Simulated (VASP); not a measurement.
Data:

```yaml
crystal:
  lattice:
    - [0.00000, 2.27513, 2.27513]
    - [2.27513, 0.00000, 2.27513]
    - [2.27513, 2.27513, 0.00000]
  atoms:
    - { symbol: Na, position: [0.00000, 0.00000, 0.00000] }
    - { symbol: F, position: [0.50000, 0.50000, 0.50000] }
```

The numbers are results of r2SCAN+rVV10, VASP's PBE PAW potentials (set 64) (plane waves; VASP), not measurements. Numerical set-up: 520 eV cut-off, 9×9×9 Γ-centred mesh, Gaussian smearing of 0.050 eV, potentials Na_pv F.

### Question
Predict the energy per atom (σ→0), band gap (on the k-mesh) with the smallest direct gap where there is one.

### Answer

```yaml
band gap (on the k-mesh): 7.41 eV
smallest direct gap (on the k-mesh): 7.41 eV
energy per atom (σ→0): -6.046 eV/atom
```

The absolute energy has meaning only against runs of the same code, potentials and settings.

The compound is NaF in the rock salt structure. It was relaxed first, which changed the volume by -5 %. The start is the result of an earlier pass.
